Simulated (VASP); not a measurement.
Input:

```
ZrO2
1.0
    0.00000     2.53368     2.53368
    2.53368     0.00000     2.53368
    2.53368     2.53368     0.00000
Zr O
1 2
Cartesian
  0.00000   0.00000   0.00000
  1.26684   1.26684   1.26684
  3.80051   3.80051   3.80051
```

All values below come from PBEsol GGA, VASP's PBE PAW potentials (set 64) (plane waves; VASP 6.6.1). Numerical set-up: 620 eV cut-off, 8×8×8 Γ-centred mesh, Gaussian smearing of 0.050 eV, potentials Zr_sv O.

**Question.** Predict the energy per atom (σ→0), band gap (on the k-mesh) with the smallest direct gap where there is one.

**Answer.** 
The band gap (on the k-mesh) comes out as 3.32 eV and the smallest direct gap (on the k-mesh) comes out as 3.75 eV. The energy per atom (σ→0) is -9.977 eV/atom.

The absolute energy has meaning only against runs of the same code, potentials and settings.

The compound is ZrO2 in the fluorite structure, the high-temperature cubic form, which is unstable at 0 K; the monoclinic form is the stable one. It was relaxed first.
